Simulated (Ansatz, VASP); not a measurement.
# InAs in two plane-wave programs

Aim: how closely do two programs agree when they are given the same cell, functional and k mesh? The cell is taken from a series of runs on this material, whose earlier steps may have relaxed, scaled, displaced or heated it; both programs get it as it stands.

Program: Ansatz 0.2.0. Level of theory: plane waves, with VASP 6.6.1 beside it; relaxation of cell and atoms at RPBE. Results are calculated unless marked as measured.

## 1. Starting point

Symmetry: F-43m, No. 216, cubic system. Conventional cell: a = 6.255 Å, b = 6.255 Å, c = 6.255 Å, α = 90.00°, β = 90.00°, γ = 90.00°. Nearest to In lie 4 As at 2.71 Å. As has 4 In at 2.71 Å nearest. Farther neighbours are not listed.

## 2. Ansatz: relaxation of cell and atoms, RPBE

Ansatz runs on its default PAW (the set named soft_2) files.

The relaxed volume is the usual yardstick between codes: in a stiff, nearly cubic crystal its relative difference is about their pressure difference at one cell divided by the bulk modulus.

File input.yaml:

```yaml
crystal:
  lattice:
    - [0.0, 3.1273235867, 3.1273235867]
    - [3.1273235867, 0.0, 3.1273235867]
    - [3.1273235867, 3.1273235867, 0.0]
  atoms:
    - { symbol: In, position: [0.0, 0.0, 0.0] }
    - { symbol: As, position: [0.25, 0.25, 0.25] }
kpoints:
  mp_grid: { grid: [12, 12, 12] }
hamiltonian:
  xc: rpbe
scf:
  occupations: { method: gaussian, width: 0.1 }
output:
  forces: true
  stress: true
  eigenvalues: true
relax:
  adjacent_minimum: "off"
  f_tol: 0.005
  max_steps: 80
  cell: { stress_tol: 0.05 }
```

Launch:

```
$ ansatz run input.yaml --threads 4 --pin off --max-ram 8192MiB --backend cpu --events-out ev --progress --plain --runs-dir out
```

Numbers of over 12 decimals in the logs are rounded to 6 here.

The program printed:

```text
Engine: ansatz 0.2.0, aarch64-unknown-linux-gnu
Pseudopotentials: kind: paw
Pseudopotential: In, paw, valence charge 13, recommended cutoff 420 eV (normal), In.paw.azcp
Pseudopotential: As, paw, valence charge 15, recommended cutoff 420 eV (normal), As.paw.azcp
Functional definition: RPBE
  parameter kappa = 0.804
  parameter beta = 0.066725
  exchange = rpbe_x(kappa = kappa, mu = beta*pi^2/3)
  correlation = pbe_c(beta = beta)
Crystal: 2 atoms, lattice volume = 61.171 Å³
Basis set: ecut = 420 eV, 1243 PW (Γ), exchange–correlation on 60×60×60 points (8 copies of the dense FFT grid, shifted against one another)
Bands: 18, of which v1, the nominal top of the filled ones, is band 14 counted from 1 (13 counted from 0)
Symmetry: 24 space group operations
Space group: F-43m (ITA 216), of the structure as read, at distance tolerance 3.9e-5 Å
k-points: 72 of 1728 (time reversal used)
Non-local potential: In, projectors of the file, l = 0: 2, l = 1: 2, l = 2: 2, l = 3: 2
Non-local potential: As, projectors of the file, l = 0: 2, l = 1: 2, l = 2: 3, l = 3: 1
PAW form: soft (Blöchl's): semilocal exchange-correlation on the pseudo side does not see the compensation charge
PAW frozen core: In, regenerated for the run's functional, and the local potential with it (the file was generated under x = pbe(κ = 0.804, μ = 0.219515), c = pbe(β = 0.066725))
PAW frozen core: As, regenerated for the run's functional, and the local potential with it (the file was generated under x = pbe(κ = 0.804, μ = 0.219515), c = pbe(β = 0.066725))
PAW one-centre angular grid: In, 590 points (default); XC on 64 Gauss nodes
PAW one-centre angular grid: As, 590 points (default); XC on 64 Gauss nodes
Initial density: superposition of atomic densities (neutral atoms: chi_scale 0, normalization atom), corrected by the library's trained network
Initial wavefunctions: pseudopotential atomic-orbital guess
Functional: x = rpbe, c = pbe(β = 0.066725)
SCF iter   1: F=—  HF=-10468.800010 eV  |F-HF|=—  |Δ(HF+E_count)|=         —  Δρ=3.06e-3  dr2=5.97e-3  ethr=1.77e-3  ⟨swp⟩=5.5  Hψ=6246  notcnv=0
preconditioner: auto → none  [insulator: Δε(μ)=0.585 eV  Ē_g=14.426 eV  σ=0.100 eV  W_gap=0.83  n_scr=14 (ndim 8)  ℏωp=20.1 eV  f_vac=0.130  D(μ)=0.03/eV (n_scr^D=0)  ε∞_Penn≈2.9]
SCF iter   2: F=—  HF=-10468.797431 eV  |F-HF|=—  |Δ(HF+E_count)|=   2.58e-3  Δρ=8.30e-4  dr2=6.58e-4  ethr=2.13e-5  ⟨swp⟩=2.0  Hψ=2522  notcnv=0
SCF iter   3: F=—  HF=-10468.797320 eV  |F-HF|=—  |Δ(HF+E_count)|=   1.11e-4  Δρ=3.87e-4  dr2=8.26e-5  ethr=2.35e-6  ⟨swp⟩=2.0  Hψ=1943  notcnv=0
SCF iter   4: F=—  HF=-10468.797381 eV  |F-HF|=—  |Δ(HF+E_count)|=   6.12e-5  Δρ=9.31e-5  dr2=4.33e-6  ethr=2.95e-7  ⟨swp⟩=2.1  Hψ=1645  notcnv=0
SCF iter   5: F=—  HF=-10468.797384 eV  |F-HF|=—  |Δ(HF+E_count)|=   3.22e-6  Δρ=2.91e-5  dr2=4.05e-7  ethr=1.55e-8  ⟨swp⟩=2.0  Hψ=2305  notcnv=0
SCF iter   6: F=-10468.797386 eV  HF=-10468.797386 eV  |F-HF|=7.60e-8  |Δ(HF+E_count)|=   1.60e-6  Δρ=8.39e-6  dr2=2.77e-8  ethr=3.57e-10  ⟨swp⟩=6.7  Hψ=5890  notcnv=0
SCF 1 converged in 6 iterations: F = -10468.797386 eV  dr2 = 2.77e-8
  greatest PAW one-centre occupation: 0.999 electrons in one spin orbital (limit 2), on the As atom at site 1 (counted from 0), in its partial waves of l = 2
relax step   1: F+E_penalty+E_count = -10468.79738571 eV  Δ(F+E_penalty+E_count) = +0.000e0 eV  max|allowed force component| = 1.307e-16 eV/Å  Δτ_max = 0.0000 Å  P = +0.004 GPa  Ω = 61.171 Å³  (6 SCF iters, dr2 threshold 1.00e-7 eV, accepted)
Initial density: handed on by an earlier stage of this run
Initial wavefunctions: pseudopotential atomic-orbital guess (no wavefunctions were taken with the density)
iter 1 solved again at ethr=2.99e-7 eV; its pass at ethr=3.10e-3 eV (dr2=8.36e-5 eV) is discarded
SCF iter   1: F=—  HF=-10468.797384 eV  |F-HF|=—  |Δ(HF+E_count)|=         —  Δρ=9.58e-6  dr2=3.42e-8  ethr=2.99e-7  ⟨swp⟩=2.0  Hψ=9140  notcnv=0
eigensolver tolerance schedule: the retry pair's looser diagonalisation over-reported the residual by 2444.53 of it (diagonalisation noise at 0.31 of the residual, at the tolerance the schedule requests for it); recorded, not acted on — ethr = c·dr2/N_el stays at c = 1.0e-1
preconditioner: auto → none  [insulator: Δε(μ)=0.597 eV  Ē_g=14.388 eV  σ=0.100 eV  W_gap=0.83  n_scr=14 (ndim 8)  ℏωp=20.1 eV  f_vac=0.127  D(μ)=0.03/eV (n_scr^D=0)  ε∞_Penn≈3.0]
SCF iter   2: F=—  HF=-10468.797386 eV  |F-HF|=—  |Δ(HF+E_count)|=   2.06e-6  Δρ=2.61e-6  dr2=4.02e-9  ethr=1.22e-10  ⟨swp⟩=3.3  Hψ=2760  notcnv=0
SCF iter   3: F=—  HF=-10468.797386 eV  |F-HF|=—  |Δ(HF+E_count)|=   2.97e-8  Δρ=1.47e-6  dr2=1.33e-9  ethr=1.43e-11  ⟨swp⟩=2.0  Hψ=1920  notcnv=0
SCF iter   4: F=—  HF=-10468.797386 eV  |F-HF|=—  |Δ(HF+E_count)|=   1.88e-8  Δρ=4.50e-7  dr2=3.02e-10  ethr=4.75e-12  ⟨swp⟩=2.9  Hψ=2029  notcnv=0
SCF iter   5: F=-10468.797386 eV  HF=-10468.797386 eV  |F-HF|=1.82e-12  |Δ(HF+E_count)|=  1.69e-10  Δρ=1.30e-7  dr2=1.05e-11  ethr=1.00e-12  ⟨swp⟩=4.9  Hψ=6411  notcnv=0
SCF 2 converged in 5 iterations: F = -10468.797386 eV  dr2 = 1.05e-11
relax step   2: F+E_penalty+E_count = -10468.79738576 eV  Δ(F+E_penalty+E_count) = -4.120e-8 eV  max|allowed force component| = 1.388e-16 eV/Å  Δτ_max = 0.0000 Å  P = +0.005 GPa  Ω = 61.171 Å³  stress off target by 4.68e-3 GPa  SCF on the basis re-selected at this cell (its energy is not comparable with the rows above)  (5 SCF iters)
basis re-selected at this cell: Δ(F+E_penalty+E_count) = -4.120e-8 eV, ΔP = +0.000 GPa vs the last step (what re-selecting the basis moved, of the pressure what is left beyond the Pulay correction that the steps carried, after the strain that the cell walked since its last selection, with what the two solves' SCF thresholds leave and, on support functions, any second-order correction that the steps lacked; it is no m [...]
SCF converged after 5 iterations
Free energy (F): -10468.797386 eV
Harris-Foulkes:  -10468.797386 eV  (|F-HF|=1.82e-12)
Internal energy: -10468.797224 eV  (E = F + TS)
E sigma→0 (E₀):  -10468.797305 eV
Entropy (-TS):   -0.000162 eV (-0.081 meV/atom)
Fermi energy:    6.748085 eV
--- Per-component energies (eV) ---
  E_band       = -339.152185
  E_kinetic    = 344.256054
  E_local      = -3408.616934  (includes V_loc(G=0)·N_el)
  E_nonlocal   = -305.103977
  E_hartree    = 1638.572175
  E_xc         = -294.000080
  E_vxc        = -176.541092  (∫ρ·V_xc dr)
  E_paw        = -6004.303967  (= ΣΔE_a)
  E_vpaw       = -70.290734  (= ΣTr[D̂ρ^β])
  E_aug_tail   = 0.000034  (compensation charges beyond the density's cutoff)
  E_ewald      = -2439.433730
  E_core_change = -0.166799  (= ΣΔE_core)
  E_smearing   = -0.000162  (= −TS)
  E_closure    = 0.000000  (closes the sum)
  Σ components = -10468.797386   (vs F -10468.797386, Δ=0.00e0)
--- Forces (eV/Å), atoms counted from 1 ---
  atom   1  In     0.00000000     0.00000000     0.00000000
  atom   2  As    -0.00000000     0.00000000     0.00000000
  max |Σ_I F_I| component: 2.41e-16 eV/Å
--- Stress (GPa, compression-positive) ---
        0.004683      -0.000000      -0.000000
       -0.000000       0.004683       0.000000
        0.000000       0.000000       0.004683
  P = ⅓ Tr σ = 0.0047 GPa (0.047 kbar)
--- Band table (eV; the first three rows and the last of 72) ---
  k-point 0: bands = [... 10 lower, -4.5347, 6.0990, 6.6797, 6.6797, 6.6797, 10.5865, 10.5865, 10.5865]
  k-point 1: bands = [... 10 lower, -4.4750, 5.3046, 6.6042, 6.6042, 7.2768, 10.6057, 10.7036, 10.7036]
  k-point 2: bands = [... 10 lower, -4.3026, 4.2312, 6.4179, 6.4179, 7.7104, 10.9026, 10.9776, 10.9776]
  k-point 71: bands = [... 10 lower, -2.8964, 1.4140, 4.1645, 4.2636, 10.4966, 11.0420, 11.4915, 12.8369]
--- Relaxed structure (1 steps of the walk, 1 accepted, 1 SCFs on fresh bases) ---
  F+E_penalty+E_count = -10468.79738576 eV   max|allowed force component| = 1.388e-16 eV/Å   (the final SCF, on the basis selected at the relaxed cell)
  cell:  # Å, volume = 61.1714 Å³
    - [0.0, 3.1273235867, 3.1273235867]
    - [3.1273235867, 0.0, 3.1273235867]
    - [3.1273235867, 3.1273235867, 0.0]
  atoms:
    - { symbol: In, position: [0.0, 0.0, 0.0] }
    - { symbol: As, position: [0.25, 0.25, 0.25] }
```

Reading the cycles: dr2 is the Hartree energy of the density residual (eV), the measure of convergence; HF is the Harris–Foulkes estimate of the energy, which meets the free energy F at convergence.

## 3. VASP: relaxation of cell and atoms, RPBE

The same cell, functional, mesh and smearing now go to VASP, with its own data sets.

Lines of VASP's logs that name or quote its potential files are left out, and so is its time.

File INCAR:

```
SYSTEM = InAs
PREC = Accurate
ENCUT = 500
EDIFF = 1E-07
NELM = 120
ISMEAR = 0
SIGMA = 0.1
LREAL = .FALSE.
ALGO = Normal
GGA = RP
NBANDS = 15
LORBIT = 11
LWAVE = .FALSE.
LCHARG = .FALSE.
ISIF = 3
IBRION = 2
NSW = 80
EDIFFG = -0.005
LASPH = .TRUE.
GGA_COMPAT = .FALSE.
NELMIN = 4
```

File POSCAR:

```
InAs
1.0
    0.0000000000      3.1273240000      3.1273240000
    3.1273240000      0.0000000000      3.1273240000
    3.1273240000      3.1273240000      0.0000000000
In As
1 1
Direct
    0.0000000000      0.0000000000      0.0000000000
    0.2500000000      0.2500000000      0.2500000000
```

File KPOINTS:

```
Automatic mesh
0
Gamma
12 12 12
0 0 0
```

PAW data sets: In_d and As (PBE family, release 64).

Launch:

```
$ mpirun -np 1 vasp_std
```

The program printed:

```text
[banner, memory and clock lines left out]
running    1 mpi-ranks, on    1 nodes
 distrk:  each k-point on    1 cores,    1 groups
 distr:  one band on    1 cores,    1 groups

 POSCAR found type information on POSCAR InAs
 POSCAR found :  2 types and       2 ions
|                                                                             |
|               ----> ADVICE to this user running VASP <----                  |
|                                                                             |
|     You enforced a specific xc type in the INCAR file but a different       |
|     [... a line on the potential file left out ...]
|     I HOPE YOU KNOW WHAT YOU ARE DOING!                                     |
|                                                                             |

 LDA part: xc-table for (Slater+PW92), standard interpolation
 POSCAR, INCAR and KPOINTS ok, starting setup
 FFT: planning ... GRIDC
 FFT: planning ... GRID_SOFT
 FFT: planning ... GRID
 WAVECAR not read
 entering main loop
       N       E                     dE             d eps       ncg     rms          rms(c)
DAV:   1     0.111276931675E+03    0.11128E+03   -0.81722E+03  2167   0.121E+03
DAV:   2     0.450497774940E+00   -0.11083E+03   -0.10712E+03  2272   0.290E+02
DAV:   3    -0.706094960657E+01   -0.75114E+01   -0.74700E+01  2748   0.779E+01
DAV:   4    -0.725768279279E+01   -0.19673E+00   -0.19667E+00  2634   0.145E+01
DAV:   5    -0.726690621199E+01   -0.92234E-02   -0.92232E-02  3282   0.258E+00    0.385E+00
DAV:   6    -0.705672914821E+01    0.21018E+00   -0.36632E-01  3336   0.920E+00    0.218E+00
DAV:   7    -0.704765019651E+01    0.90790E-02   -0.10826E-01  2917   0.260E+00    0.744E-01
DAV:   8    -0.705338904514E+01   -0.57388E-02   -0.13465E-02  2566   0.130E+00    0.133E-01
DAV:   9    -0.705487340594E+01   -0.14844E-02   -0.15788E-03  2671   0.339E-01    0.826E-02
DAV:  10    -0.705528024754E+01   -0.40684E-03   -0.38272E-04  2538   0.196E-01    0.430E-02
DAV:  11    -0.705546348177E+01   -0.18323E-03   -0.47091E-04  2412   0.149E-01    0.224E-02
DAV:  12    -0.705546349846E+01   -0.16692E-07   -0.80030E-06  2772   0.246E-02    0.980E-03
DAV:  13    -0.705546669799E+01   -0.31995E-05   -0.82450E-06  2440   0.181E-02    0.238E-03
DAV:  14    -0.705546678736E+01   -0.89367E-07   -0.44257E-07  2959   0.436E-03
   1 F= -.70554668E+01 E0= -.70553859E+01  d E =-.705547E+01
 curvature:   0.00 expect dE= 0.000E+00 dE for cont linesearch  0.000E+00
 trial: gam= 0.00000 g(F)=  0.657E-48 g(S)=  0.224E-04 ort = 0.000E+00 (trialstep = 0.100E+01)
 search vector abs. value=  0.224E-04
 bond charge predicted
       N       E                     dE             d eps       ncg     rms          rms(c)
DAV:   1    -0.705573070404E+01   -0.26401E-03   -0.62502E-03  2720   0.147E+00    0.102E-01
DAV:   2    -0.705551671648E+01    0.21399E-03   -0.42490E-04  2706   0.451E-01    0.377E-02
DAV:   3    -0.705547707345E+01    0.39643E-04   -0.11176E-04  2797   0.208E-01    0.205E-02
DAV:   4    -0.705547617970E+01    0.89376E-06   -0.45966E-06  2384   0.197E-02    0.149E-02
DAV:   5    -0.705547399697E+01    0.21827E-05   -0.54246E-07  2492   0.633E-03    0.649E-03
DAV:   6    -0.705547283782E+01    0.11591E-05   -0.31164E-07  2636   0.525E-03    0.123E-03
DAV:   7    -0.705547305217E+01   -0.21436E-06   -0.24518E-08  1395   0.203E-03    0.273E-04
DAV:   8    -0.705547311909E+01   -0.66914E-07   -0.11266E-08  1248   0.166E-03
   2 F= -.70554731E+01 E0= -.70553922E+01  d E =-.633173E-05
 trial-energy change:   -0.000006  1 .order   -0.000008   -0.000022    0.000006
 step:   0.7069(harm=  0.7841)  dis= 0.00000  next Energy=    -7.055474 (dE=-0.728E-05)
 reached required accuracy - stopping structural energy minimisation
```

From OUTCAR (step 3):

```text
ion  position               nearest neighbor table
   1  0.000  0.000  0.000-   2 2.71   2 2.71   2 2.71   2 2.71
   2  0.250  0.250  0.250-   1 2.71   1 2.71   1 2.71   1 2.71

  LATTYP: Found a face centered cubic cell.
 ALAT       =     6.2546480000

 Subroutine GETGRP returns: Found 24 space group operations
 (whereof 24 operations were pure point group operations)

The static configuration has the point symmetry T_d .

 Found     72 irreducible k-points:

   k-points           NKPTS =     72   k-points in BZ     NKDIM =     72   number of bands    NBANDS=     15

   dimension x,y,z NGX =    32 NGY =   32 NGZ =   32
   dimension x,y,z NGXF=    64 NGYF=   64 NGZF=   64

   ENCUT  =  500.0 eV  36.75 Ry    6.06 a.u.   8.06  8.06  8.06*2*pi/ulx,y,z

   NELECT =      18.0000    total number of electrons

 k-points in reciprocal lattice and weights: Automatic mesh
   0.00000000  0.00000000  0.00000000       0.001
   0.08333333  0.00000000  0.00000000       0.005
   0.16666667  0.00000000  0.00000000       0.005
   0.25000000  0.00000000  0.00000000       0.005
   0.33333333  0.00000000  0.00000000       0.005
   0.41666667  0.00000000  0.00000000       0.005
   0.50000000  0.00000000  0.00000000       0.002
   0.08333333  0.08333333  0.00000000       0.003
   0.16666667  0.08333333  0.00000000       0.014
[...]
-0.33333333  0.50000000  0.16666667       0.007
  -0.25000000  0.50000000  0.25000000       0.003

 average (electrostatic) potential at core
       1 -97.4328       2 -50.5044

 E-fermi :   3.7121

 k-point     1 :       0.0000    0.0000    0.0000
  band No.  band energies     occupation
    ...
      6      -7.5624      2.00000
      7       3.0550      2.00000
      8       3.6437      1.66648
      9       3.6437      1.66647
     10       3.6437      1.66647
     11       7.5416      0.00000
     12       7.5416      0.00000
     13       7.5416      0.00000
     14      11.0494      0.00000
     15      13.0517      0.00000

 k-point     2 :       0.0833    0.0000    0.0000
  band No.  band energies     occupation
    ...
      5     -10.5157      2.00000
      6      -7.5028      2.00000
      7       2.2647      2.00000
      8       3.5682      1.95810
      9       3.5682      1.95810
     10       4.2366      0.00000
     11       7.5610      0.00000
     12       7.6585      0.00000
     13       7.6585      0.00000
     14      11.4344      0.00000
    ...

 k-point     3 :       0.1667    0.0000    0.0000
  band No.  band energies     occupation
    ...
      5     -10.5156      2.00000
      6      -7.3309      2.00000
      7       1.1932      2.00000
      8       3.3820      2.00000
      9       3.3820      2.00000
     10       4.6684      0.00000
     11       7.8579      0.00000
     12       7.9319      0.00000
     13       7.9319      0.00000
     14      12.1129      0.00000
    ...

  Total       -0.0048417     -0.0048417     -0.0048417      0.0000000      0.0000000     -0.0000000
  in kB       -0.1266494     -0.1266494     -0.1266494      0.0000000      0.0000000     -0.0000000
  external PRESSURE =      -0.1266494 kB  Pullay stress =       0.0000000 kB

  energy-cutoff  :      500.00
  volume of cell :       61.25
      direct lattice vectors                 reciprocal lattice vectors
     0.000000000  3.128650175  3.128650175    -0.159813329  0.159813329  0.159813329
     3.128650175  0.000000000  3.128650175     0.159813329 -0.159813329  0.159813329
     3.128650175  3.128650175 -0.000000000     0.159813329  0.159813329 -0.159813329

 POSITION                                       TOTAL-FORCE (eV/Angst)
 -----------------------------------------------------------------------------------
      6.25730      3.12865      3.12865         0.000000      0.000000      0.000000
      1.56433      1.56433      1.56433        -0.000000     -0.000000     -0.000000
 -----------------------------------------------------------------------------------
    total drift:                               -0.000000     -0.000000     -0.000000

  FREE ENERGIE OF THE ION-ELECTRON SYSTEM (eV)
  ---------------------------------------------------
  free  energy   TOTEN  =        -7.0554731191 eV

  energy  without entropy=       -7.0553112928  energy(sigma->0) =       -7.05539221

 reached required accuracy - stopping structural energy minimisation

 total charge
# of ion       s       p       d       tot
------------------------------------------
    1        0.847   0.636   9.876  11.359
    2        1.222   1.514   0.017   2.753
--------------------------------------------------
tot          2.069   2.150   9.893  14.112

[... 3 further parts left out ...]
```

CONTCAR:

```
InAs
   1.00000000000000
     0.0000000000000000    3.1286501753029108    3.1286501753029108
     3.1286501753029108    0.0000000000000000    3.1286501753029108
     3.1286501753029108    3.1286501753029108   -0.0000000000000000
  In              As
     1     1
Direct
     0.0000000000000000    1.0000000000000000    1.0000000000000000
     0.2500000000000000    0.2500000000000000    0.2500000000000000
```

The run keeps the 24 symmetry operations of its start, so it cannot find a distortion of lower symmetry.

## 4. Side by side

Known differences besides the potentials themselves: the data sets hold 28 valence electrons in Ansatz (on its default PAW (the set named soft_2) files) and 18 in VASP; the cutoff is 420 eV in Ansatz and 500 eV in VASP; Ansatz makes its cores anew for this functional, VASP keeps those of its PBE data sets; Ansatz adds a Pulay correction to the stress that steers its cell, VASP none. Total energies have different zeros and are not compared.

Compared:

```tsv
quantity	Ansatz	VASP	difference
volume (Å³)	61.17	61.25	-0.13 %
edge a after relaxation, in the typed setting (Å)	4.423	4.425	-0.04 %
```

## 5. What came out

| Property | Result |
| --- | --- |
| difference in volume (relaxation of cell and atoms, RPBE) | -0.13 % |

What this shows: The difference in volume is -0.13 % (relaxation of cell and atoms, RPBE), within the 1.2 % picked in this series as the mark of a large difference, as far as the stopping tolerances let one tell. The data sets hold unlike numbers of valence electrons (28 in Ansatz and 18 in VASP), so part of the differences comes from the potentials. 1 further run of this series is not shown here. How closely two codes agree says nothing of how well the functional describes the real material.

[Lines on the potential files, build, host, timing and source positions are cut from VASP's logs without a mark.]

[Logs are printed without paths, hosts, clocks, repeated set-up lines and the standing remarks that a program may print on its own settings, such as how far it seeks lower states.]

[Hosts, paths, dates, database ids (printed as entryN), source tags and the programs' standing remarks are cut or masked in the printed files.]
